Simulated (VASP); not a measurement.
Input:

```
CdTe
1.0
    0.00000     3.24000     3.24000
    3.24000     0.00000     3.24000
    3.24000     3.24000     0.00000
Cd Te
1 1
Direct
  0.00293   0.99948   0.00626
  0.24707   0.25052   0.24374
```

These are LDA (Ceperley-Alder, Perdew-Zunger), VASP's LDA PAW potentials (set 64) (plane waves; VASP 6.6.1) values and carry that method's errors. Numerical set-up: 300 eV cut-off, 4×4×4 Γ-centred mesh, Fermi-Dirac smearing of 0.020 eV, potentials Cd Te.

Unless said otherwise, spin-orbit coupling is left out, though it shifts the bands of the heavy elements here.

Question: What does the run give for the energy per atom (σ→0), band gap (on the k-mesh) with the smallest direct gap where there is one?

Answer: 
```yaml
band gap (on the k-mesh): 0.48 eV
smallest direct gap (on the k-mesh): 0.48 eV
energy per atom (σ→0): -2.981 eV/atom
```

The structure is a typed CdTe crystal. The cell was not relaxed at this level, atoms are displaced from their ideal sites.
